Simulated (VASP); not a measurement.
Data:

```
Se
1.0
    2.02164    -3.50159    -0.04043
    2.02164     3.50159    -0.04043
   -0.10253     0.00000     5.12659
Se
3
Direct
  0.00000   0.24832   0.66667
  0.75168   0.75168   0.00000
  0.24832   0.00000   0.33333
```

All values below come from PBEsol GGA, VASP's PBE PAW potentials (set 64) (plane waves; VASP 6.6.1). Run with 480 eV cut-off, 6×6×4 Γ-centred mesh, Gaussian smearing of 0.050 eV, potentials Se.

Without a dispersion term in the relaxation, distances and binding between the weakly bound layers, chains or molecules are unreliable, and so is what depends on them.

### Question
The ions are relaxed. Which structure does the run end with?

### Answer

```
Se
1.0
    2.02164    -3.50159    -0.04043
    2.02164     3.50159    -0.04043
   -0.10253     0.00000     5.12659
Se
3
Direct
  0.99712   0.24320   0.66894
  0.74920   0.75447   0.99513
  0.25368   0.00233   0.33594
```
Space group P1 (1), at a tolerance of 0.03 Å.

### Question
How much energy does the relaxation gain?

### Answer
The energy (σ→0) changes by -3.4 meV/atom, in 8 ionic steps.

The compound is Se in the trig structure. This cell was strained or had an atom moved on purpose.
